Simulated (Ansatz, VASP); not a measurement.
# Tl6SeS2: VASP beside Ansatz, part 2 of 2

Wanted: the spread between two codes on one cell, functional and k mesh. The cell is invented: As first built, before any earlier steps moved the atoms (in the runner's words): it takes the Tl2S structure with some of its atoms replaced by other elements, volume scaled by an estimate. It may not be a known or stable phase. The cell is taken from a series of VASP runs on this material, whose earlier steps may have relaxed, scaled or displaced it; both programs get it as it stands.

VASP 6.6.1 and Ansatz 0.2.0.

So far: The structure; VASP: relaxation of cell and atoms, PBE.

## Step 3: Ansatz: relaxation of cell and atoms, PBE

Level of this step: Ansatz beside VASP: Kohn-Sham DFT, plane waves, PBE (Ansatz).

Ansatz runs on its default PAW (the set named soft_2) files.

The same cell, functional, mesh and smearing now go to Ansatz, which takes its cutoff from its data sets.

Input file input.yaml:

```yaml
crystal:
  lattice:
    - [7.3752035168, -1.65e-08, 0.0]
    - [-3.687602292, 6.3871137923, 0.0]
    - [0.0, 0.0, 6.291203699]
  atoms:
    - { symbol: Tl, position: [0.6964851004, 0.6630981367, 0.0804388745] }
    - { symbol: Tl, position: [0.9666130362, 0.3035148996, 0.0804388745] }
    - { symbol: Tl, position: [0.349694378, 0.3849061945, 0.6087751843] }
    - { symbol: Tl, position: [0.0352118166, 0.650305622, 0.6087751843] }
    - { symbol: Tl, position: [0.6150938055, 0.9647881834, 0.6087751843] }
    - { symbol: Tl, position: [0.3369018633, 0.0333869638, 0.0804388745] }
    - { symbol: Se, position: [0.0, 0.0, 0.3970318789] }
    - { symbol: S, position: [0.33333333, 0.66666667, 0.2602599509] }
    - { symbol: S, position: [0.66666667, 0.33333333, 0.3770639937] }
hamiltonian:
  xc: pbe
  pseudopotentials: { kind: paw }
kpoints:
  mp_grid: { grid: [3, 3, 3] }
scf:
  occupations: { method: fermi_dirac, width: 0.05 }
relax:
  f_tol: 0.01
  max_steps: 60
  cell: { stress_tol: 0.05 }
output:
  forces: true
  stress: true
```

Launch:

```bash
$ ansatz run input.yaml --threads 4 --pin off --max-ram 9216MiB --backend cpu --events-out ev --progress --plain --runs-dir out
```

Numbers of over 12 decimals in the logs are rounded to 6 here.

Output:

```text
Warning: the atoms were moved onto the symmetric positions of the space group found under crystal.symmetry.tolerance 1.0e-5 (fractional; no operation is sought that the atoms, as they stand in a round, miss by more than twice it, and no atom is moved by as much as it), and the run uses the moved positions. Before a round's move an operation carried an atom to 7.38e-8 Å from where it should land, the largest such dist [...]
Engine: ansatz 0.2.0, aarch64-unknown-linux-gnu
Pseudopotentials: kind: paw
Pseudopotential: Tl, paw, valence charge 13, recommended cutoff 420 eV (normal), Tl.paw.azcp
Pseudopotential: Se, paw, valence charge 16, recommended cutoff 420 eV (normal), Se.paw.azcp
Pseudopotential: S, paw, valence charge 6, recommended cutoff 420 eV (normal), S.paw.azcp
Functional definition: PBE
  parameter kappa = 0.804
  parameter beta = 0.066725
  exchange = pbe_x(kappa = kappa, mu = beta*pi^2/3)
  correlation = pbe_c(beta = beta)
Crystal: 9 atoms, lattice volume = 296.355 Å³
Basis set: ecut = 420 eV, 5817 PW (Γ), exchange–correlation on 100×100×90 points (8 copies of the dense FFT grid, shifted against one another)
Bands: 64, of which v1, the nominal top of the filled ones, is band 53 counted from 1 (52 counted from 0)
Symmetry: 3 space group operations
Space group: P3 (ITA 143), of the structure as read, at distance tolerance 6.7e-5 Å
k-points: 8 of 27 (time reversal used)
Non-local potential: Tl, projectors of the file, l = 0: 2, l = 1: 2, l = 2: 2, l = 3: 1
Non-local potential: Se, projectors of the file, l = 0: 2, l = 1: 2, l = 2: 3, l = 3: 1
Non-local potential: S, projectors of the file, l = 0: 2, l = 1: 2, l = 2: 2
PAW form: soft (Blöchl's): semilocal exchange-correlation on the pseudo side does not see the compensation charge
PAW one-centre angular grid: Tl, 590 points (default); XC on 64 Gauss nodes
PAW one-centre angular grid: Se, 590 points (default); XC on 64 Gauss nodes
PAW one-centre angular grid: S, 110 points (default); XC on 64 Gauss nodes
Initial density: superposition of atomic densities (neutral atoms: chi_scale 0, normalization atom), corrected by the library's trained network
Initial wavefunctions: pseudopotential atomic-orbital guess
Functional: x = pbe(κ = 0.804, μ = 0.219515), c = pbe(β = 0.066725)
SCF iter   1: F=—  HF=-75941.311980 eV  |F-HF|=—  |Δ(HF+E_count)|=         —  Δρ=1.65e-3  dr2=7.87e-3  ethr=1.77e-3  ⟨swp⟩=6.2  Hψ=2104  notcnv=0  defer=1
preconditioner: auto → Resta (q_TF=auto, 2.299 Å⁻¹)  ε∞=4.3  [insulator: Δε(μ)=1.039 eV  Ē_g=11.558 eV  σ=0.050 eV  W_gap=1.00  n_scr=70 (ndim 8)  ℏωp=21.1 eV  f_vac=0.032  D(μ)=0.00/eV (n_scr^D=0)  ε∞_Penn≈4.3]
SCF iter   2: F=—  HF=-75941.310814 eV  |F-HF|=—  |Δ(HF+E_count)|=   1.17e-3  Δρ=8.24e-4  dr2=1.79e-3  ethr=7.42e-6  ⟨swp⟩=2.0  Hψ=729  notcnv=0  defer=4
SCF iter   3: F=—  HF=-75941.310923 eV  |F-HF|=—  |Δ(HF+E_count)|=   1.09e-4  Δρ=2.05e-4  dr2=2.53e-4  ethr=1.69e-6  ⟨swp⟩=2.0  Hψ=869  notcnv=0  defer=4
SCF iter   4: F=—  HF=-75941.310949 eV  |F-HF|=—  |Δ(HF+E_count)|=   2.58e-5  Δρ=6.73e-5  dr2=2.23e-5  ethr=2.39e-7  ⟨swp⟩=2.0  Hψ=869  notcnv=0  defer=4
SCF iter   5: F=—  HF=-75941.310938 eV  |F-HF|=—  |Δ(HF+E_count)|=   1.04e-5  Δρ=2.23e-5  dr2=2.91e-6  ethr=2.10e-8  ⟨swp⟩=2.0  Hψ=909  notcnv=0  defer=4
SCF iter   6: F=—  HF=-75941.310941 eV  |F-HF|=—  |Δ(HF+E_count)|=   2.54e-6  Δρ=1.06e-5  dr2=7.31e-7  ethr=2.75e-9  ⟨swp⟩=2.0  Hψ=909  notcnv=0  defer=4
SCF iter   7: F=-75941.310941 eV  HF=-75941.310941 eV  |F-HF|=7.35e-8  |Δ(HF+E_count)|=   7.76e-8  Δρ=3.92e-6  dr2=5.24e-8  ethr=9.43e-11  ⟨swp⟩=2.2  Hψ=1879  notcnv=0
SCF 1 converged in 7 iterations: F = -75941.310941 eV  dr2 = 5.24e-8
  greatest PAW one-centre occupation: 1.000 electrons in one spin orbital (limit 2), on the Se atom at site 6 (counted from 0), in its partial waves of l = 2
relax step   1: F+E_penalty+E_count = -75941.31094089 eV  Δ(F+E_penalty+E_count) = +0.000e0 eV  max|allowed force component| = 3.210e-2 eV/Å  Δτ_max = 0.0000 Å  P = +0.089 GPa  Ω = 296.355 Å³  (7 SCF iters, dr2 threshold 1.00e-7 eV, accepted)
[... from here on, the SCF cycles and remarks between the steps are left out ...]
relax step   2: F+E_penalty+E_count = -75941.31470067 eV  Δ(F+E_penalty+E_count) = -3.760e-3 eV  max|allowed force component| = 3.920e-2 eV/Å  Δτ_max = 0.0254 Å  P = +0.080 GPa  Ω = 299.746 Å³  energy of the carried Pulay correction = -5.638e-4 eV  (7 SCF iters, dr2 threshold 6.44e-8 eV, accepted)
relax step   3: F+E_penalty+E_count = -75941.31867144 eV  Δ(F+E_penalty+E_count) = -3.971e-3 eV  max|allowed force component| = 5.651e-2 eV/Å  Δτ_max = 0.0822 Å  P = -0.144 GPa  Ω = 303.721 Å³  energy of the carried Pulay correction = -1.212e-3 eV  (8 SCF iters, dr2 threshold 9.60e-8 eV, accepted)
relax step   4: F+E_penalty+E_count = -75941.32161783 eV  Δ(F+E_penalty+E_count) = -2.946e-3 eV  max|allowed force component| = 5.727e-2 eV/Å  Δτ_max = 0.0266 Å  P = -0.070 GPa  Ω = 303.497 Å³  energy of the carried Pulay correction = -1.175e-3 eV  (6 SCF iters, dr2 threshold 2.00e-7 eV, accepted)
relax step   5: F+E_penalty+E_count = -75941.33633889 eV  Δ(F+E_penalty+E_count) = -1.472e-2 eV  max|allowed force component| = 5.136e-2 eV/Å  Δτ_max = 0.2000 Å  P = -0.039 GPa  Ω = 300.016 Å³  energy of the carried Pulay correction = -6.084e-4 eV  (8 SCF iters, dr2 threshold 2.05e-7 eV, accepted)
relax step   6: F+E_penalty+E_count = -75941.33245972 eV  Δ(F+E_penalty+E_count) = +3.879e-3 eV  max|allowed force component| = 5.523e-2 eV/Å  Δτ_max = 0.1955 Å  P = -0.169 GPa  Ω = 298.043 Å³  energy of the carried Pulay correction = -2.821e-4 eV  (9 SCF iters, dr2 threshold 1.65e-7 eV, rejected (line search))
relax step   7: F+E_penalty+E_count = -75941.34023018 eV  Δ(F+E_penalty+E_count) = -3.891e-3 eV  max|allowed force component| = 3.341e-2 eV/Å  Δτ_max = 0.0852 Å  P = +0.043 GPa  Ω = 298.889 Å³  energy of the carried Pulay correction = -4.225e-4 eV  (12 SCF iters, accepted)
relax step   8: F+E_penalty+E_count = -75941.34159121 eV  Δ(F+E_penalty+E_count) = -1.361e-3 eV  max|allowed force component| = 7.423e-3 eV/Å  Δτ_max = 0.0802 Å  P = +0.000 GPa  Ω = 298.314 Å³  energy of the carried Pulay correction = -3.270e-4 eV  (8 SCF iters, dr2 threshold 6.98e-8 eV, accepted)
relax step   9: F+E_penalty+E_count = -75941.34155714 eV  Δ(F+E_penalty+E_count) = +3.407e-5 eV  max|allowed force component| = 1.022e-2 eV/Å  Δτ_max = 0.0127 Å  P = -0.021 GPa  Ω = 298.416 Å³  energy of the carried Pulay correction = -3.440e-4 eV  (10 SCF iters, rejected (line search))
relax step  10: F+E_penalty+E_count = -75941.34167629 eV  Δ(F+E_penalty+E_count) = -8.508e-5 eV  max|allowed force component| = 2.954e-3 eV/Å  Δτ_max = 0.0061 Å  P = +0.007 GPa  Ω = 298.363 Å³  energy of the carried Pulay correction = -3.352e-4 eV  (9 SCF iters, accepted)
relax step  11: F+E_penalty+E_count = -75941.34197564 eV  Δ(F+E_penalty+E_count) = -2.993e-4 eV  max|allowed force component| = 2.956e-3 eV/Å  Δτ_max = 0.0000 Å  P = +0.007 GPa  Ω = 298.363 Å³  stress off target by 7.87e-3 GPa  SCF on the basis re-selected at this cell (its energy is not comparable with the rows above)  (6 SCF iters)
basis re-selected at this cell: Δ(F+E_penalty+E_count) = -2.993e-4 eV, ΔP = -0.000 GPa vs the last step (what re-selecting the basis moved, of the pressure what is left beyond the Pulay correction that the steps carried, after the strain that the cell walked since its last selection, with what the two solves' SCF thresholds leave and, on support functions, any second-order correction that the steps lacked; it is no m [...]
SCF converged after 6 iterations
Free energy (F): -75941.341976 eV
Harris-Foulkes:  -75941.341976 eV  (|F-HF|=1.46e-11)
Internal energy: -75941.341971 eV  (E = F + TS)
E sigma→0 (E₀):  -75941.341973 eV
Entropy (-TS):   -0.000005 eV (-0.001 meV/atom)
Fermi energy:    6.696811 eV
--- Per-component energies (eV) ---
  E_band       = -614.695496
  E_kinetic    = 2324.383500
  E_local      = -9670.637573  (includes V_loc(G=0)·N_el)
  E_nonlocal   = 1366.648454
  E_hartree    = 3953.054952
  E_xc         = -1681.807640
  E_vxc        = -1122.979296  (∫ρ·V_xc dr)
  E_paw        = -64091.048900  (= ΣΔE_a)
  E_vpaw       = -1418.220439  (= ΣTr[D̂ρ^β])
  E_aug_tail   = -0.000394  (compensation charges beyond the density's cutoff)
  E_ewald      = -8141.934370
  E_smearing   = -0.000005  (= −TS)
  E_closure    = -0.000000  (closes the sum)
  Σ components = -75941.341976   (vs F -75941.341976, Δ=0.00e0)
--- Forces (eV/Å), atoms counted from 1 ---
  atom   1  Tl     0.00037212    -0.00014217    -0.00295599
  atom   2  Tl    -0.00030918    -0.00025118    -0.00295599
  atom   3  Tl    -0.00078802     0.00015186     0.00234512
  atom   4  Tl     0.00052552     0.00060652     0.00234512
  atom   5  Tl     0.00026250    -0.00075838     0.00234512
  atom   6  Tl    -0.00006293     0.00039335    -0.00295599
  atom   7  Se     0.00000000     0.00000000    -0.00107275
  atom   8  S     -0.00000000     0.00000000     0.00127287
  atom   9  S     -0.00000000     0.00000000     0.00163267
  max |Σ_I F_I| component: 1.78e-7 eV/Å
--- Stress (GPa, compression-positive) ---
        0.007866       0.000000       0.000000
       -0.000000       0.007866      -0.000000
        0.000000       0.000000       0.003911
  P = ⅓ Tr σ = 0.0065 GPa (0.065 kbar)
--- Relaxed structure (10 steps of the walk, 8 accepted, 1 SCFs on fresh bases) ---
  F+E_penalty+E_count = -75941.34197564 eV   max|allowed force component| = 2.956e-3 eV/Å   (the final SCF, on the basis selected at the relaxed cell)
  cell:  # Å, volume = 298.3627 Å³
    - [7.356243, 2.9905331104157753e-7, -1.1322865916425453e-18]
    - [-3.678122, 6.370693, 3.0104207126080767e-18]
    - [-9.65864358682649e-19, 2.407573688552188e-18, 6.366514]
  atoms:
    - { symbol: Tl, position: [0.701079, 0.701506, 0.082675] }
    - { symbol: Tl, position: [1.000427, 0.298921, 0.082675] }
    - { symbol: Tl, position: [0.385598, 0.385090, 0.603473] }
    - { symbol: Tl, position: [-0.000508211, 0.614402, 0.603473] }
    - { symbol: Tl, position: [0.614910, 1.000508, 0.603473] }
    - { symbol: Tl, position: [0.298494, -0.00042707, 0.082675] }
    - { symbol: Se, position: [2.82511426475061e-19, 1.6059557647656236e-18, 0.440274] }
    - { symbol: S, position: [0.333333, 0.666667, 0.302390] }
    - { symbol: S, position: [0.666667, 0.333333, 0.300888] }
```

Wall time 48 s (4 threads of Arm Neoverse V1, shared host); peak memory 0.74 GiB; 3 min of CPU time.

## Step 4: Differences

Known differences besides the potentials themselves: both relaxations stop at a tolerance, which leaves soft axes loose, and VASP keeps its plane-wave basis; the data sets hold 106 valence electrons in Ansatz (default PAW (the set named soft_2) files) and 96 in VASP; the cutoff is 420 eV in Ansatz and 520 eV in VASP; VASP leaves aspherical gradient terms in its spheres out (LASPH is not set), Ansatz keeps them; Ansatz adds a Pulay correction to the stress that steers its cell, VASP none. Total energies have different zeros and are not compared.

The two programs side by side:

```csv
quantity,Ansatz,VASP,difference
volume (Å³),298.36,295.50,+0.97 %
"edge a after relaxation, in the typed setting (Å)",7.356,7.354,+0.03 %
"edge c after relaxation, in the typed setting (Å)",6.367,6.309,+0.90 %
```

The walks stopped with 0.01 GPa left in Ansatz and 0.03 GPa in VASP; each walk ends within a tolerance, so the volume difference is uncertain by about these residues over the bulk modulus, most in soft cells. Found at a tolerance of 0.01 Å, the end structures differ in symmetry: P31m in Ansatz, P3 in VASP; the atoms lie within 0.05 Å of each other, which can come from where the walks stopped or from unlike electronic states.

## Step 5: Outcome

* difference in volume (relaxation of cell and atoms, PBE): 0.97 %

What this shows: The difference in volume is 0.97 % (relaxation of cell and atoms, PBE), within the 1.2 % picked in this series as the mark of a large difference, as far as the stopping tolerances let one tell. Such differences can come from data sets, numerical settings and the points named under the comparisons, not from the functional's error against experiment.

[Lines on the potential files, build, host, timing and source positions are cut from VASP's logs without a mark.]

[Logs are printed without paths, hosts, clocks, repeated set-up lines and the standing remarks that a program may print on its own settings, such as how far it seeks lower states.]

[Hosts, paths, dates, database ids (printed as entryN), source tags and the programs' standing remarks are cut or masked in the printed files.]
